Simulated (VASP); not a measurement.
The input files of a VASP run:

### INCAR
```
ALGO=Normal
EDIFF=1E-6
EDIFFG=-0.02
ENCUT=620
GGA=PE
IBRION=2
ISIF=3
ISMEAR=0
LASPH=.TRUE.
LCHARG=.FALSE.
LMAXMIX=4
LREAL=.FALSE.
LWAVE=.FALSE.
NELM=100
NSW=40
PREC=Accurate
PSTRESS=200
SIGMA=0.05
SYSTEM=YN
```

KPOINTS:
```
Automatic mesh
0
Gamma
10 10 10
0 0 0
```

File POSCAR:
```
YN
1
    0.0000000000     2.3703505733     2.3703505733
    2.3703505733     0.0000000000     2.3703505733
    2.3703505733     2.3703505733    -0.0000000000
Y N
1 1
Direct
  1.0000000000   1.0000000000   1.0000000000
  0.5000000000   0.5000000000   0.5000000000
```

POTCAR, in this order: Y_sv N (PBE.64 set). Program: vasp_std.

Problem. Write an equivalent input for Quantum ESPRESSO's pw.x.

Solution. One equivalent input (not run):
```
&CONTROL
  calculation = 'vc-relax'
  pseudo_dir = './pseudo'
  outdir = './out'
  tprnfor = .true.
  tstress = .true.
  nstep = 40
  forc_conv_thr = 0.00078
/
&SYSTEM
  ibrav = 0
  nat = 2
  ntyp = 2
  ecutwfc = 84
  occupations = 'smearing'
  smearing = 'gaussian'
  degauss = 0.003675
  input_dft = 'pbe'
/
&ELECTRONS
  conv_thr = 7.3e-08
  electron_maxstep = 100
/
&IONS
/
&CELL
  press = 200
/
ATOMIC_SPECIES
  Y 88.906 Y.upf
  N 14.007 N.upf
CELL_PARAMETERS angstrom
     0.0000000    2.3703506    2.3703506
     2.3703506    0.0000000    2.3703506
     2.3703506    2.3703506   -0.0000000
ATOMIC_POSITIONS crystal
  Y    1.0000000  1.0000000  1.0000000
  N    0.5000000  0.5000000  0.5000000
K_POINTS automatic
  10 10 10 0 0 0
```
The two are equivalent in intent, not identical: the potentials are each code's own (VASP's PAW set, PseudoDojo norm-conserving files in pw.x), so ENCUT and ecutwfc are chosen apart and not converted; conv_thr bounds pw.x's estimated SCF error, while EDIFF bounds the energy change between steps; forc_conv_thr acts on force components and is met together with etot_conv_thr.

The compound is YN in the rock salt structure. It was relaxed first under an external pressure of 20 GPa.
